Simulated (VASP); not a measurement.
Given:

```
CELL_PARAMETERS angstrom
     -2.24593     2.24593     3.40593
      2.24593    -2.24593     3.40593
      2.24593     2.24593    -3.40593
ATOMIC_POSITIONS crystal
  B  0.25000 0.75000 0.50000
  As 0.00000 0.00000 0.00000
  O  0.14392 0.02663 0.43559
  O  0.97337 0.40896 0.11729
  O  0.59104 0.70833 0.56441
  O  0.29167 0.85608 0.88271
```

Level of theory: PBEsol GGA, VASP's PBE PAW potentials (set 64) (plane waves; VASP 6.6.1). Numerical set-up: 400 eV cut-off, 8×8×8 Γ-centred mesh, Gaussian smearing of 0.010 eV, potentials B As O.

At this cut-off the stress carries a Pulay error, which pulls relaxed volumes low. Energy and stress use the plane-wave basis of the starting cell.

Task: The ions, cell shape and volume are relaxed. Give the cell that the relaxation ends in.

Result: 
```
CELL_PARAMETERS angstrom
     -2.19714     2.19714     3.36496
      2.19714    -2.19714     3.36496
      2.19714     2.19714    -3.36496
ATOMIC_POSITIONS crystal
  B  0.25000 0.75000 0.50000
  As 0.00000 0.00000 0.00000
  O  0.14696 0.04272 0.45567
  O  0.95728 0.41295 0.10423
  O  0.58705 0.69128 0.54433
  O  0.30872 0.85304 0.89577
```
Space group I-4 (82), at a tolerance of 0.03 Å.

Task: How do energy and volume change from the first to the last step?

Result: The energy (σ→0) changes by -12.5 meV/atom and the volume by -5.4 %, in 14 ionic steps.

```tsv
step	E(σ→0) (eV)	max force (eV/Å)	pressure (GPa)	volume (Å³)
1	-43.3254	0.498	-2.25	68.72
2	-43.3419	0.789	0.90	67.14
3	-43.3487	0.459	-0.25	67.69
4	-43.3793	0.268	-0.11	66.68
5	-43.3942	0.078	0.01	65.28
6	-43.3943	0.074	0.01	65.36
7	-43.3974	0.053	-0.15	65.23
8	-43.3986	0.131	-0.32	65.08
9	-43.3998	0.034	0.20	64.88
10	-43.3998	0.027	0.16	64.89
11	-43.4000	0.028	0.02	64.93
12	-43.4001	0.036	-0.28	65.02
13	-43.4002	0.025	-0.17	65.00
14	-43.4003	0.009	0.00	64.98
```

The structure comes from a computed database's BAsO4 entry (I-4); how it stands against other phases isn't given here. This run relaxes it. Symmetry was kept, so distortions that lower it aren't found. The run is one of a series of settings (EDIFFG = -0.01, IBRION = 2, ISIF = 3, NSW = 50 against the base run), some of them coarse on purpose.
